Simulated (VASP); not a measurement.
The input files of a VASP run:

**POSCAR**
```
FeIr3
1.0
  3.7276169377   0.0000000000   0.0000000000
  0.0000000000   3.7276169377   0.0000000000
  0.0000000000   0.0000000000   3.7276169377
Fe Ir
1 3
Cartesian
  0.0000000000   0.0000000000   0.0000000000
  0.0000000000   1.8638084689   1.8638084689
  1.8638084689   0.0000000000   1.8638084689
  1.8638084689   1.8638084689   0.0000000000
```

INCAR:
```
SYSTEM=FeIr3
PREC=Accurate; ENCUT=400; LREAL=.FALSE.
LASPH=.TRUE.
EDIFF=1E-8; NELM=100; ALGO=Normal
LMAXMIX=6
ISMEAR=1; SIGMA=0.1
IBRION=1; NSW=30; ISIF=2
EDIFFG=-0.001
LWAVE=.FALSE.; LCHARG=.FALSE.
```

### KPOINTS
```
Regular mesh
0
gamma
  8 8 8
```

POTCAR, in this order: Fe Ir (LDA.64 set). Program: vasp_std.

Write an equivalent input for Ansatz.

One equivalent input (not run):
Ansatz 0.2 input:
```yaml
crystal:
  lattice:
    - [3.7276169, 0.0000000, 0.0000000]
    - [0.0000000, 3.7276169, 0.0000000]
    - [0.0000000, 0.0000000, 3.7276169]
  atoms:
    - { symbol: Fe, position: [0.0000000, 0.0000000, 0.0000000] }
    - { symbol: Ir, position: [0.0000000, 0.5000000, 0.5000000] }
    - { symbol: Ir, position: [0.5000000, 0.0000000, 0.5000000] }
    - { symbol: Ir, position: [0.5000000, 0.5000000, 0.0000000] }
kpoints:
  mp_grid: { grid: [8, 8, 8] }
hamiltonian:
  xc: lda
  pseudopotentials: { kind: paw }
scf:
  occupations: { method: methfessel_paxton, width: 0.1 }
  max_iter: 100
relax:
  max_steps: 30
  f_tol: 0.001
output: { forces: true, stress: true, eigenvalues: true }
```
The two are equivalent in intent, not identical: each code has its own PAW files, so the cut-off isn't converted (ENCUT is set for VASP's; basis.ecutwfc is left out, and Ansatz then takes the one that its files recommend); Ansatz stops its SCF on the density residual and VASP on the energy change (EDIFF); Ansatz's lda is the Perdew-Wang form, while the LDA potentials of VASP carry Perdew-Zunger's.

The structure comes from a computed database's FeIr3 entry (Pm-3m); how it stands against other phases isn't given here. It was relaxed first, which changed the volume by -7 %. The start is the result of an earlier pass.
